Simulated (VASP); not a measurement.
## A VASP study of B6As (r2SCAN): structure first, properties next

Wanted: the relaxed cell of B6As and its properties. The steps: relaxing cell and atoms (r2SCAN), single point with fields (r2SCAN), band structure (r2SCAN), total and projected DOS (r2SCAN), volume scan with r2SCAN, fit for r2SCAN and independent-particle dielectric function (r2SCAN). The start is a computed cell from the Materials Project.

Method: r2SCAN; plane waves and PAW (B, As), in VASP 6.6.1.

This is a report of a sequence of runs, with most program output left out.

## Step 1: Starting point

Before any relaxation, the start is as follows. Symmetry: R-3m, No. 166, trigonal system. Conventional cell: a = 6.137 Å, b = 6.137 Å, c = 11.895 Å, α = 90.00°, β = 90.00°, γ = 120.00°. Nearest to B lie 6 B at 1.77 to 1.90 Å. B has 5 B at 1.73 to 1.81 Å and 1 As at 2.00 Å nearest. Nearest to As lie 3 B at 2.00 Å and 1 As at 2.39 Å. Farther neighbours are not listed.

Coordinates:

```xyz
14
Lattice="3.0684 1.7716 3.9649 -3.0684 1.7716 3.9649 0.0000 -3.5431 3.9649" Properties=species:S:1:pos:R:3 pbc="T T T"
B     0.0000   -1.0969    1.4094
B    -0.9499    0.5485    1.4094
B     1.6857   -0.9732    7.5976
B     0.0000    1.9465    7.5976
B    -1.6857   -0.9732    7.5976
B     1.6857    0.9732    4.2972
B    -1.6857    0.9732    4.2972
B     0.0000   -1.9465    4.2972
B     0.9499   -0.5485   10.4854
B     0.0000    1.0969   10.4854
B    -0.9499   -0.5485   10.4854
B     0.9499    0.5485    1.4094
As    0.0000    0.0000    7.1435
As    0.0000    0.0000    4.7514
```

## Step 2: Relaxing cell and atoms (r2SCAN)

The start need not lie at this functional's minimum. ISIF = 3 frees volume, shape and positions, and EDIFFG sets the threshold on forces and stress at which the search stops. r2SCAN adds the kinetic-energy density, costs more than a GGA and is run with LASPH.

INCAR reads:

```
SYSTEM = B6As
PREC = Accurate
ENCUT = 420
EDIFF = 1E-06
NELM = 100
ISMEAR = 0
SIGMA = 0.05
LREAL = .FALSE.
ALGO = Normal
METAGGA = R2SCAN
LASPH = .TRUE.
NBANDS = 37
LORBIT = 11
LWAVE = .FALSE.
LCHARG = .FALSE.
KPAR = 8
IBRION = 2
NSW = 60
ISIF = 3
EDIFFG = -0.01
```

POSCAR reads:

```
B6As
1.0
    3.0684222178      1.7715543935      3.9649353976
   -3.0684222178      1.7715543935      3.9649353976
    0.0000000000     -3.5431087869      3.9649353976
B As
12 2
Direct
    0.0152897200      0.0152897200      0.3248784800
    0.0152897200      0.3248784800      0.0152897200
    0.8218557000      0.2724864900      0.8218557000
    0.8218557000      0.8218557000      0.2724864900
    0.2724864900      0.8218557000      0.8218557000
    0.7275135100      0.1781443000      0.1781443000
    0.1781443000      0.7275135100      0.1781443000
    0.1781443000      0.1781443000      0.7275135100
    0.9847102800      0.6751215200      0.9847102800
    0.9847102800      0.9847102800      0.6751215200
    0.6751215200      0.9847102800      0.9847102800
    0.3248784800      0.0152897200      0.0152897200
    0.6005523500      0.6005523500      0.6005523500
    0.3994476500      0.3994476500      0.3994476500
```

KPOINTS reads:

```
Automatic mesh
0
Gamma
6 6 6
0 0 0
```

Potentials, in the order of the species: B and As (PBE family, release 64).

Started as:

```bash
$ mpirun -np 8 vasp_std
```

Elapsed: 92 s, on 8 MPI ranks of AMD EPYC 9R45, shared host; peak memory 2.2 GiB.

The gap is read on the k-mesh alone, so it is an upper bound where the band edges lie off the mesh, and a coarse mesh can show a gap where there is none. The PAW data sets were made with PBE, which is usual practice but a small mismatch for other functionals. The run keeps the 12 symmetry operations of its start, so it cannot find a distortion of lower symmetry.

Little changed from the start: no atom moved by 0.005 Å and no cell edge by 0.1 %.

This step gave:

- electrons: 46
- bands: 37
- irreducible k-points: 32
- symmetry operations: 12
- free energy (TOTEN): -120.4591 eV
- Fermi energy: 4.639 eV
- pressure: 0.02011 GPa
- metallic, judged on the points sampled: no
- valence top at k: 0.5, 0.5, 0.5
- conduction bottom at k: 0.5, 0, 0
- least direct gap at k: 0.5, 0.5, 0.5
- SCF cycles over all ionic steps: 24
- gap on the k-mesh: 2.879 eV
- least direct gap on the k-mesh: 2.966 eV

It ends with a largest force of 0.005 eV/Å and a pressure of 0.02 GPa.

## Step 3: Single point with fields (r2SCAN)

The relaxed cell gets a fresh self-consistent run, on a basis set for its own volume, to fix the density and to check the remaining stress.

Edit INCAR of step 2 so:

```diff
@@ -14,7 +14,5 @@
 LWAVE = .FALSE.
-LCHARG = .FALSE.
-KPAR = 8
-IBRION = 2
-NSW = 60
-ISIF = 3
-EDIFFG = -0.01
+LCHARG = .TRUE.
+ISIF = 2
+LELF = .TRUE.
+LVHAR = .TRUE.
```

POSCAR reads:

```
B6As
1.0
    3.0681974718      1.7714246363      3.9662570784
   -3.0681974718      1.7714246363      3.9662570784
    0.0000000000     -3.5428492726      3.9662570784
B As
12 2
Direct
    0.0151726854      0.0151726854      0.3249499672
    0.0151726854      0.3249499672      0.0151726854
    0.8217650318      0.2726610933      0.8217650318
    0.8217650318      0.8217650318      0.2726610933
    0.2726610933      0.8217650318      0.8217650318
    0.7273389067      0.1782349682      0.1782349682
    0.1782349682      0.7273389067      0.1782349682
    0.1782349682      0.1782349682      0.7273389067
    0.9848273146      0.6750500328      0.9848273146
    0.9848273146      0.9848273146      0.6750500328
    0.6750500328      0.9848273146      0.9848273146
    0.3249499672      0.0151726854      0.0151726854
    0.6004097805      0.6004097805      0.6004097805
    0.3995902195      0.3995902195      0.3995902195
```

KPOINTS is that of step 2.

Started as:

```bash
$ mpirun -np 8 vasp_std
```

It took 48 s on 8 MPI ranks; peak memory 1.1 GiB.

Numbers from this step:

| Quantity | Value |
| --- | --- |
| SCF cycles | 14 |
| bands | 40 |
| Fermi energy | 4.648 eV |
| pressure | 0.02140 GPa |

Valence electrons inside each PAW sphere by angular momentum. Sphere charges, by row:

```
atom  s (e)  p (e)  d (e)  tot (e)
  B1  0.684  1.268      0    1.953
  B2  0.684  1.268      0    1.953
  B3  0.698  1.384      0    2.082
  B4  0.698  1.384      0    2.082
  B5  0.698  1.384      0    2.082
  B6  0.698  1.384      0    2.082
  B7  0.698  1.384      0    2.082
  B8  0.698  1.384      0    2.082
  B9  0.684  1.268      0    1.953
 B10  0.684  1.268      0    1.953
 B11  0.684  1.268      0    1.953
 B12  0.684  1.268      0    1.953
As13   1.18  1.732  0.088        3
As14   1.18  1.732  0.088        3
```

ELF in the ac plane of the conventional cell at fractional y = 0.000, with atoms of B and As within 0.2 Å of it. It is the smooth field of the valence electrons, not physical close to the nuclei.

Values, 13 rows by 16 columns, each cell a mean:
```
0.16 0.30 0.60 0.79 0.76 0.51 0.20 0.06 0.04 0.12 0.37 0.68 0.80 0.71 0.42 0.19
0.68 0.66 0.59 0.59 0.54 0.30 0.10 0.04 0.03 0.06 0.20 0.46 0.58 0.58 0.63 0.68
0.42 0.39 0.37 0.41 0.41 0.30 0.25 0.27 0.28 0.26 0.27 0.37 0.43 0.38 0.37 0.41
0.21 0.20 0.18 0.17 0.26 0.45 0.50 0.34 0.28 0.45 0.50 0.34 0.19 0.17 0.20 0.21
0.59 0.73 0.78 0.63 0.46 0.55 0.63 0.50 0.46 0.59 0.61 0.47 0.54 0.74 0.77 0.64
0.57 0.69 0.70 0.48 0.26 0.32 0.51 0.61 0.62 0.57 0.41 0.24 0.36 0.63 0.72 0.62
0.86 0.77 0.48 0.15 0.07 0.31 0.72 0.89 0.91 0.82 0.49 0.12 0.08 0.32 0.67 0.84
0.51 0.69 0.75 0.58 0.33 0.36 0.52 0.58 0.59 0.56 0.43 0.30 0.45 0.71 0.75 0.58
0.60 0.69 0.70 0.55 0.44 0.56 0.61 0.42 0.35 0.55 0.62 0.47 0.48 0.66 0.71 0.63
0.14 0.13 0.12 0.14 0.24 0.39 0.48 0.39 0.35 0.45 0.45 0.30 0.17 0.13 0.13 0.14
0.54 0.50 0.44 0.48 0.46 0.31 0.20 0.20 0.20 0.19 0.25 0.41 0.49 0.45 0.47 0.53
0.60 0.62 0.61 0.63 0.57 0.31 0.10 0.04 0.03 0.06 0.21 0.48 0.63 0.62 0.61 0.61
0.10 0.25 0.58 0.79 0.78 0.55 0.22 0.06 0.04 0.12 0.40 0.71 0.81 0.70 0.38 0.13
```
Columns run along a (6.1 Å), rows up along c (11.9 Å), edges of the conventional cell, whose origin can differ from the input's. Atoms in or near the plane, at fractional coordinates: B at (0.52, 0.31), B at (0.48, 0.69), As at (0.00, 0.60), As at (0.00, 0.40).

Electrostatic potential energy in the ac plane of the conventional cell at fractional y = 0.000, with atoms of B and As within 0.2 Å of it. With pseudopotentials it is smooth inside the atoms' cores, unlike the true potential.

Ten even steps from '_' (-36 eV) to '@' (4 eV), each cell a mean:
```
@@%%%%####%%@@@@@@@@@@@@%%####%%@@
%%%%####%%@@@@@@@@@@@@@@%%##**##%%
%%**::--##@@@@@@@@@@@@@@%%++::==##
%%##++**%%@@@@@@@@@@@@@@@@##++**%%
@@@@@@@@@@@@@@@@@@@@@@@@@@@@@@@@@@
@@@@@@@@@@@@@@%%####%%@@@@@@@@@@@@
@@@@@@@@@@@@%%------**@@@@@@@@@@@@
++##%%@@@@@@##::++--++%%@@@@@@%%**
____++%%%%%%%%##++**%%%%%%%%##::__
++__--%%@@@@@@%%%%%%@@@@@@%%**__::
__..**%%@@@@@@%%**##%%@@@@@@%%--__
**##%%@@@@@@@@%%##%%@@@@@@@@@@%%**
--**%%@@@@@@@@%%**##@@@@@@@@%%##==
..__==%%@@@@@@%%**##%%@@@@@@##..__
==__--%%%%@@@@%%%%%%@@@@@@%%**__..
__::##%%%%%%%%++----##%%%%%%%%==..
##%%@@@@@@@@##::##--++%%@@@@@@%%%%
@@@@@@@@@@@@%%++--==##@@@@@@@@@@@@
@@@@@@@@@@@@@@@@%%%%@@@@@@@@@@@@@@
@@@@%%%%@@@@@@@@@@@@@@@@@@@@%%%%@@
%%##====%%@@@@@@@@@@@@@@%%**--++%%
%%**====##@@@@@@@@@@@@@@%%**--++%%
@@%%####%%%%@@@@@@@@@@@@%%####%%%%
@@@@%%####%%@@@@@@@@@@%%######%%@@
```
Columns run along a (6.1 Å; values clipped at the 3rd and 97th percentile), rows up along c (11.9 Å), edges of the conventional cell, whose origin can differ from the input's. Atoms in or near the plane, at fractional coordinates: B at (0.52, 0.31), B at (0.48, 0.69), As at (0.00, 0.60), As at (0.00, 0.40).

Valence density in the ac plane of the conventional cell at fractional y = 0.000, with atoms of B and As within 0.2 Å of it. It is the smooth field of the valence electrons, not physical close to the nuclei.

Ten even steps from '_' (-0.18 e/Å³) to '@' (0.86 e/Å³), each cell a mean:
```
--==**@@%%**--::::::--==##@@##++--
==**%%@@##==--::::::::--**%%%%**++
####%%%%**--::::::::::--++##%%%%##
******++==--::::::::::--==++******
----------------------------------
::::::::::--====++++==----::::::::
::::::::::--++######**==--::::::::
++====----==**########++==--====++
==**##++====++**####**====++**##++
__++##++==--==++**++====--==**##::
****++------==++##**==--::--==****
##**==::::::==##@@%%++--::::--++##
%%**==--::::==**@@%%++--::::--++##
--****==----==++****==------++**==
__++##++======++****++====++####::
******++====++######**++====++****
==--------==**##**####++----------
::::::::::--==**####++==--::::::::
::::::::------======------::::::::
========----::::::::::----========
**####**++--::::::::::--==**######
**##%%%%**==::::::::::--++##@@%%**
==++##@@##++--::::::::==**@@%%**==
::--**@@@@**--::::::--==%%@@##==--
```
Columns run along a (6.1 Å), rows up along c (11.9 Å), edges of the conventional cell, whose origin can differ from the input's. Atoms in or near the plane, at fractional coordinates: B at (0.52, 0.31), B at (0.48, 0.69), As at (0.00, 0.60), As at (0.00, 0.40).

In this run the pressure is 0.02 GPa, small enough to go on; single stress components reach 0.07 GPa.

## Step 4: Band structure (r2SCAN)

Levels along the symmetry lines show where the bands peak and cross; KPOINTS_OPT computes them in the converged potential.

INCAR reads:

```
SYSTEM = B6As
PREC = Accurate
ENCUT = 420
EDIFF = 1E-06
NELM = 100
ISMEAR = 0
SIGMA = 0.05
LREAL = .FALSE.
ALGO = Normal
METAGGA = R2SCAN
LASPH = .TRUE.
NBANDS = 55
LORBIT = 11
LWAVE = .FALSE.
LCHARG = .FALSE.
KPAR = 8
```

POSCAR is that of step 3.

KPOINTS is that of step 3.

KPOINTS_OPT reads:

```
Line mode
12
Line-mode
Reciprocal
  0.00000000   0.00000000   0.00000000 GAMMA
  0.50000000   0.00000000   0.00000000 L

  0.50000000   0.00000000   0.00000000 L
  0.50000000   0.29964852  -0.29964852 B1

  0.70035148   0.50000000   0.29964852 B
  0.50000000   0.50000000   0.50000000 Z

  0.50000000   0.50000000   0.50000000 Z
  0.00000000   0.00000000   0.00000000 GAMMA

  0.00000000   0.00000000   0.00000000 GAMMA
  0.39982426   0.00000000  -0.39982426 X

  0.60017574   0.39982426   0.00000000 Q
  0.50000000   0.50000000   0.00000000 F

  0.50000000   0.50000000   0.00000000 F
  0.60017574   0.60017574   0.29964852 P1

  0.60017574   0.60017574   0.29964852 P1
  0.50000000   0.50000000   0.50000000 Z

  0.50000000   0.00000000   0.00000000 L
  0.70035148   0.39982426   0.39982426 P
```

Started as:

```bash
$ mpirun -np 8 vasp_std
```

Run time: 2.4 min. Hardware: 8 MPI ranks; peak memory 2.9 GiB.

Spin-orbit coupling is off here; it would split degenerate levels, and where the valence top consists of them it lifts As p states by about 0.1 eV.

Numbers from this step:

```yaml
bands: 55
fermi_energy: 4.644 eV
pressure: 0.02096 GPa
least_gap_on_mesh_and_path: 2.879 eV
least_direct_gap_on_mesh_and_path: 2.966 eV
```

The electronic bands at the labelled points (eV, zero at the valence-band top; v1 is the highest filled band, c1 the lowest empty one):

```
          point     v4     v3     v2     v1    c1    c2    c3    c4
              Γ  -0.21  -0.21  -0.08  -0.08  4.78  5.09  5.09  5.29
0.45 of the way  -0.94  -0.58  -0.55  -0.07  4.23  4.86  5.53  5.53
              L  -1.42  -1.40  -1.17  -0.11  2.88  4.48  4.96  5.46
0.55 of the way  -1.60  -1.22  -0.75  -0.67  3.57  4.36  5.13  5.79
             B1  -1.37  -1.28  -1.26  -0.75  4.06  4.26  4.81  5.37
      jump to B  -1.37  -1.28  -1.26  -0.75  4.06  4.26  4.81  5.37
0.45 of the way  -1.12  -1.05  -0.88  -0.26  3.61  3.97  4.36  4.91
              Z  -0.85  -0.83  -0.83   0.00  2.97  3.96  4.03  4.91
0.45 of the way  -1.46  -1.05  -0.51  -0.51  3.27  4.34  5.02  5.02
              Γ  -0.21  -0.21  -0.08  -0.08  4.78  5.09  5.09  5.29
0.45 of the way  -0.99  -0.77  -0.70  -0.17  4.62  5.09  5.56  5.57
              X  -1.45  -1.34  -0.91  -0.27  3.74  4.22  5.10  5.85
      jump to Q  -1.45  -1.34  -0.91  -0.27  3.74  4.22  5.10  5.85
0.45 of the way  -1.61  -1.15  -0.78  -0.28  3.68  4.50  5.14  5.62
              F  -1.65  -1.03  -0.72  -0.29  3.69  4.76  5.07  5.40
0.45 of the way  -1.59  -1.04  -0.80  -0.60  3.81  4.67  5.07  5.22
             P1  -1.35  -1.15  -1.04  -0.63  4.06  4.15  4.87  5.02
0.45 of the way  -1.04  -0.99  -0.84  -0.20  3.47  3.98  4.27  4.93
              Z  -0.85  -0.83  -0.83   0.00  2.97  3.96  4.03  4.91
      jump to L  -1.42  -1.40  -1.17  -0.11  2.88  4.48  4.96  5.46
0.55 of the way  -1.36  -1.35  -1.06  -0.94  3.69  4.42  4.95  5.18
              P  -1.35  -1.15  -1.04  -0.63  4.06  4.15  4.87  5.02
```

Of the projections kept (B, As), the largest for each band there, as a share of the weight inside these atoms' spheres; weight between the spheres isn't counted:

```
point      v4      v3      v2      v1      c1       c2      c3       c4
    Γ  B 0.68  B 0.68  B 1.00  B 1.00  B 0.78   B 0.82  B 0.82  As 0.74
    L  B 0.94  B 0.57  B 0.81  B 0.99  B 0.52   B 0.90  B 0.86   B 0.61
   B1  B 0.83  B 0.75  B 0.84  B 0.95  B 0.94  As 0.59  B 0.79   B 0.64
    B  B 0.83  B 0.75  B 0.84  B 0.95  B 0.94  As 0.59  B 0.79   B 0.64
    Z  B 0.65  B 0.96  B 0.96  B 0.95  B 0.58  As 0.61  B 1.00   B 0.97
    Γ  B 0.68  B 0.68  B 1.00  B 1.00  B 0.78   B 0.82  B 0.82  As 0.74
```

The path finds the gap of the mesh within 0.02 eV, so the mesh comes close to both band edges.

## Step 5: Total and projected DOS (r2SCAN)

A density of states needs more k-points than a total energy, and tetrahedra (ISMEAR = -5) or a smearing that fits the mesh; LORBIT projects the states on the PAW spheres. The mesh is finer than in the run before.

Edit INCAR of step 4 so:

```diff
@@ -5,3 +5,3 @@
 NELM = 100
-ISMEAR = 0
+ISMEAR = -5
 SIGMA = 0.05
@@ -16 +16,2 @@
 KPAR = 8
+NEDOS = 2001
```

POSCAR is that of step 4.

KPOINTS reads:

```
Automatic mesh
0
Gamma
8 8 8
0 0 0
```

Started as:

```bash
$ mpirun -np 8 vasp_std
```

It took 2.2 min on 8 MPI ranks; peak memory 3 GiB.

Numbers from this step:

- irreducible k-points: 65
- Fermi energy: 4.384 eV
- pressure: 0.02090 GPa

The density of states has structure finer than the step of the table below, so its rows give means over 0.5 eV, whole bins alone (the curve runs from -12.0 to 6.62 eV). Peaks (eV: height): total -5.92: 8.21, -2.11: 8.22, -1.09: 8.59, 5.04: 8.47; B p -2.48: 3.79, -2.11: 4.11, -1.09: 4.36, -0.44: 3.28; As p -3.60: 0.875, -3.04: 0.872, -2.11: 0.769, -1.18: 1.08; B s -10.75: 2.33, -7.59: 1.91, -6.47: 1.11, -5.92: 1.76; As d -1.18: 0.0542, 5.04: 0.342, 5.51: 0.195, 6.44: 0.312.

States under -12.0 eV and over 6.6 eV are left out. Table of density of states by energy, zero at the valence-band top; means over each step; values in states/eV/cell:

```
energy (eV)  total     B p     As p     B s     As d     As s
      -11.5   1.65   0.179   0.0277   0.577  0.00309    0.341
      -11.0   4.15   0.610   0.0633    1.84  0.00631    0.343
      -10.5   4.08   0.723   0.0464    1.72  0.00576    0.365
      -10.0   1.52   0.308   0.0257   0.486  0.00239    0.263
       -9.5   2.01   0.428   0.0393   0.518  0.00393    0.473
       -9.0  0.985   0.230   0.0178   0.230  0.00173    0.252
       -8.5  0.147  0.0381  0.00204  0.0317   1.7e-4   0.0396
       -8.0  0.486   0.130   0.0267   0.133   4.9e-4  0.00164
       -7.5   3.94    1.13    0.153    1.13  0.00607   0.0202
       -7.0   3.01   0.938    0.151   0.768  0.00722   0.0305
       -6.5   3.96    1.25    0.249   0.984   0.0141   0.0474
       -6.0   4.51    1.48    0.305   0.990   0.0183   0.0667
       -5.5   3.72    1.32    0.188   0.764   0.0142    0.121
       -5.0   1.94   0.724    0.129   0.318  0.00628   0.0579
       -4.5   2.29   0.922    0.216   0.248  0.00557   0.0228
       -4.0   3.26    1.16    0.554   0.196   0.0132   0.0201
       -3.5   3.82    1.33    0.685   0.272   0.0199   0.0205
       -3.0   5.50    2.20    0.675   0.504   0.0311   0.0283
       -2.5   6.74    3.15    0.600   0.496   0.0369   0.0306
       -2.0   6.56    3.26    0.630   0.305   0.0408   0.0221
       -1.5   6.27    2.99    0.797   0.304   0.0378   0.0182
       -1.0   6.67    3.38    0.821   0.258   0.0432   0.0126
       -0.5   4.88    2.77    0.445   0.182   0.0258  0.00519
        0.0  0.727   0.453   0.0374  0.0283  0.00241   3.0e-4
        0.5      0       0        0       0        0        0
        1.0      0       0        0       0        0        0
        1.5      0       0        0       0        0        0
        2.0      0       0        0       0        0        0
        2.5      0       0        0       0        0        0
        3.0  0.180  0.0330   0.0295  0.0105  0.00428  0.00749
        3.5   1.49   0.315    0.246  0.0668   0.0348   0.0680
        4.0   3.19   0.897    0.381   0.120   0.0708   0.0969
        4.5   2.73   0.826    0.207   0.153   0.0798   0.0717
        5.0   5.23    1.68    0.191   0.314    0.195    0.103
        5.5   4.39    1.40    0.282   0.263    0.156    0.114
        6.0   3.29    1.02    0.199   0.225    0.127    0.125
```

The gap on this mesh is 2.88 eV. In the top eV of the valence band the largest shares in the PAW spheres are B p 55 % and As p 10 %; in the lowest eV of the conduction band, B p 23 % and As p 15 %. The rest lies in smaller channels or between the spheres.

## Step 6: Volume scan with r2SCAN

An equation of state needs energies on both sides of the minimum, all on one mesh and cutoff.

INCAR reads:

```
SYSTEM = B6As
PREC = Accurate
ENCUT = 420
EDIFF = 1E-06
NELM = 100
ISMEAR = 0
SIGMA = 0.05
LREAL = .FALSE.
ALGO = Normal
METAGGA = R2SCAN
LASPH = .TRUE.
NBANDS = 37
LORBIT = 11
LWAVE = .FALSE.
LCHARG = .FALSE.
KPAR = 8
ISIF = 2
```

Edit POSCAR of step 5 so:

```diff
@@ -2,5 +2,5 @@
 1.0
-    3.0681974718      1.7714246363      3.9662570784
-   -3.0681974718      1.7714246363      3.9662570784
-    0.0000000000     -3.5428492726      3.9662570784
+    3.0055636222      1.7352629664      3.8852903376
+   -3.0055636222      1.7352629664      3.8852903376
+    0.0000000000     -3.4705259327      3.8852903376
 B As
```

KPOINTS reads:

```
Automatic mesh
0
Gamma
6 6 6
0 0 0
```

Started as:

```bash
$ mpirun -np 8 vasp_std
```

Run time: 47 s. Hardware: 8 MPI ranks; peak memory 2.1 GiB.

The scan keeps the cell's shape and the fractional positions fixed.

This step gave:

```
bands                          : 37
irreducible k-points           : 32
free energy (TOTEN)            : -120.1317 eV
Fermi energy                   : 5.135 eV
pressure                       : 14.06 GPa
least direct gap at k          : 0.5, 0, 0
gap on the k-mesh              : 3.010 eV
least direct gap on the k-mesh : 3.082 eV
```

Force by atom:

```
atom  x (eV/Å)  y (eV/Å)  z (eV/Å)   size
  B1     0.000    -0.029     0.298  0.300
  B2    -0.026     0.015     0.298  0.300
  B3    -0.258     0.149    -0.032  0.300
  B4     0.000    -0.298    -0.032  0.300
  B5     0.258     0.149    -0.032  0.300
  B6    -0.258    -0.149     0.032  0.300
  B7     0.258    -0.149     0.032  0.300
  B8     0.000     0.298     0.032  0.300
  B9     0.026    -0.015    -0.298  0.300
 B10     0.000     0.029    -0.298  0.300
 B11    -0.026    -0.015    -0.298  0.300
 B12     0.026     0.015     0.298  0.300
As13     0.000     0.000     0.085  0.085
As14     0.000     0.000    -0.085  0.085
```

The pressure here is 14.06 GPa.

(Continued in part 2 of 2.)

[Lines on the potential files, build, host, timing and source positions are cut from VASP's logs without a mark.]

[Logs are printed without paths, hosts, clocks, repeated set-up lines and the standing remarks that a program may print on its own settings, such as how far it seeks lower states.]

[Hosts, paths, dates, database ids (printed as entryN), source tags and the programs' standing remarks are cut or masked in the printed files.]

[A measured line is paired with the nearest computed mode of its activity, which favours agreement.]

[In band tables of VASP the shares of atoms and orbitals are scaled to a sum of 1 inside the atoms' spheres.]
